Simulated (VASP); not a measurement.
Output of a VASP run:

File OSZICAR:
```
...
DAV:   2    -0.401613484841E+02    0.20844E-01   -0.16329E-02  3240   0.151E+00    0.473E-01
DAV:   3    -0.401561293712E+02    0.52191E-02   -0.99429E-03  3208   0.130E+00    0.135E-01
DAV:   4    -0.401580048324E+02   -0.18755E-02   -0.26357E-03  3256   0.633E-01    0.997E-02
DAV:   5    -0.401575197326E+02    0.48510E-03   -0.10152E-03  3160   0.296E-01    0.758E-02
DAV:   6    -0.401575171891E+02    0.25435E-05   -0.29231E-03  3168   0.477E-01    0.494E-02
DAV:   7    -0.401580398253E+02   -0.52264E-03   -0.93093E-04  3144   0.255E-01    0.854E-03
DAV:   8    -0.401580407547E+02   -0.92936E-06   -0.28229E-06  3560   0.181E-02    0.775E-03
DAV:   9    -0.401580414472E+02   -0.69254E-06   -0.56426E-07  3256   0.786E-03    0.495E-03
DAV:  10    -0.401580412055E+02    0.24172E-06   -0.42812E-07  2560   0.675E-03    0.856E-04
DAV:  11    -0.401580415137E+02   -0.30824E-06   -0.10284E-07  2328   0.497E-03    0.727E-04
DAV:  12    -0.401580414376E+02    0.76123E-07   -0.12924E-08  1576   0.183E-03
   5 F= -.40158041E+02 E0= -.40158076E+02  d E =-.105531E-01
       N       E                     dE             d eps       ncg     rms          rms(c)
DAV:   1    -0.402491872134E+02   -0.91146E-01   -0.54723E+00  3232   0.221E+01    0.166E+00
DAV:   2    -0.401665849178E+02    0.82602E-01   -0.64865E-02  3312   0.299E+00    0.953E-01
DAV:   3    -0.401459538328E+02    0.20631E-01   -0.39011E-02  3192   0.260E+00    0.273E-01
DAV:   4    -0.401532426544E+02   -0.72888E-02   -0.10895E-02  3264   0.128E+00    0.194E-01
DAV:   5    -0.401512103402E+02    0.20323E-02   -0.47994E-03  3184   0.662E-01    0.145E-01
DAV:   6    -0.401515186206E+02   -0.30828E-03   -0.11765E-02  3152   0.961E-01    0.804E-02
DAV:   7    -0.401534985948E+02   -0.19800E-02   -0.35272E-03  3160   0.492E-01    0.143E-02
DAV:   8    -0.401535006251E+02   -0.20303E-05   -0.10419E-05  3464   0.349E-02    0.116E-02
DAV:   9    -0.401535022539E+02   -0.16288E-05   -0.67241E-07  3368   0.810E-03    0.756E-03
DAV:  10    -0.401535019887E+02    0.26518E-06   -0.12994E-06  3336   0.109E-02    0.243E-03
DAV:  11    -0.401535026393E+02   -0.65064E-06   -0.11108E-07  2456   0.392E-03    0.342E-04
DAV:  12    -0.401535023099E+02    0.32948E-06   -0.12386E-08  1640   0.165E-03    0.413E-04
DAV:  13    -0.401535026155E+02   -0.30564E-06   -0.16870E-08  1608   0.168E-03    0.128E-04
DAV:  14    -0.401535025243E+02    0.91191E-07   -0.97033E-10  1600   0.431E-04
   6 F= -.40153503E+02 E0= -.40153416E+02  d E =-.601418E-02
       N       E                     dE             d eps       ncg     rms          rms(c)
DAV:   1    -0.402335985037E+02   -0.80096E-01   -0.41689E+00  3192   0.192E+01    0.145E+00
DAV:   2    -0.401682532583E+02    0.65345E-01   -0.54685E-02  3288   0.264E+00    0.835E-01
DAV:   3    -0.401524090118E+02    0.15844E-01   -0.31931E-02  3216   0.229E+00    0.238E-01
DAV:   4    -0.401579481392E+02   -0.55391E-02   -0.84950E-03  3240   0.111E+00    0.175E-01
DAV:   5    -0.401566450050E+02    0.13031E-02   -0.34039E-03  3136   0.534E-01    0.132E-01
DAV:   6    -0.401573362710E+02   -0.69127E-03   -0.63931E-03  3144   0.691E-01    0.597E-02
DAV:   7    -0.401581182214E+02   -0.78195E-03   -0.17510E-03  3176   0.339E-01    0.143E-02
DAV:   8    -0.401581297609E+02   -0.11539E-04   -0.15084E-05  3376   0.420E-02    0.104E-02
DAV:   9    -0.401581308827E+02   -0.11218E-05   -0.93763E-07  3496   0.969E-03    0.459E-03
DAV:  10    -0.401581309080E+02   -0.25273E-07   -0.45561E-07  2968   0.679E-03
   7 F= -.40158131E+02 E0= -.40158234E+02  d E =-.106426E-01
```

### OUTCAR
```
------------------------ aborting loop because EDIFF is reached ----------------------------------------
  FORCE on cell =-STRESS in cart. coord.  units (eV):
  Direction    XX          YY          ZZ          XY          YZ          ZX
  --------------------------------------------------------------------------------------
  Total        0.8527982      0.8527985      0.8457803      0.0000000      0.0000000      0.0000000
  in kB       33.2778414     33.2778524     33.0039864      0.0000000      0.0000000      0.0000000
  external PRESSURE =      33.1865601 kB  Pullay stress =       0.0000000 kB
  volume of cell :       41.06
      direct lattice vectors                 reciprocal lattice vectors
     1.499855053 -2.597825585  0.000000000     0.333365547 -0.192468656  0.000000000
     1.499855053  2.597825585  0.000000000     0.333365547  0.192468656 -0.000000000
     0.000000000  0.000000000  5.268808923    -0.000000000  0.000000000  0.189796217
 POSITION                                       TOTAL-FORCE (eV/Angst)
 -----------------------------------------------------------------------------------
      1.49986      0.86594      1.31720        -0.000000     -0.000000      0.000000
      1.49986     -0.86594      3.95161         0.000000      0.000000      0.000000
 -----------------------------------------------------------------------------------
    total drift:                                0.000015      0.000189      0.000002
  FREE ENERGIE OF THE ION-ELECTRON SYSTEM (eV)
  ---------------------------------------------------
  free  energy   TOTEN  =       -40.1581309080 eV

  energy  without entropy=      -40.1584391230  energy(sigma->0) =      -40.15823365

 reached required accuracy - stopping structural energy minimisation
```
(Selected blocks of OUTCAR.)

**POSCAR**
```
Cd
1
    1.4659401437    -2.5390831042     0.0000000000
    1.4659401437     2.5390831042     0.0000000000
    0.0000000000     0.0000000000     5.5154198241
Cd
2
Direct
  0.3333330000   0.6666670000   0.2500000000
  0.6666670000   0.3333330000   0.7500000000
```

### Question
Reconstruct the remaining input files.

### Answer
One answer among several that fit: the input of the run itself, r2SCAN meta-GGA, plane waves, VASP's PBE PAW potentials (set 64).

KPOINTS:
```
Automatic mesh
0
Gamma
14 14 7
0 0 0
```

**INCAR**
```
! general
SYSTEM  = Cd
PREC    = Accurate
ENCUT   = 520
LREAL   = .FALSE.
LASPH   = .TRUE.

! electronic loop
EDIFF   = 1E-7
NELM    = 100
ALGO    = Normal
LMAXMIX = 4
LMIXTAU = .TRUE.

! smearing
ISMEAR  = 1
SIGMA   = 0.1

! functional
METAGGA = R2SCAN

! ions
IBRION  = 2
NSW     = 30
ISIF    = 4
EDIFFG  = -0.01

! output
LWAVE   = .FALSE.
LCHARG  = .FALSE.
```

POTCAR, in this order: Cd (PBE.64 set). Program: vasp_std.

The compound is Cd in the hcp structure. This cell is one point of a volume scan, at 0.94 of the reference volume. Symmetry was kept, so distortions that lower it aren't found.
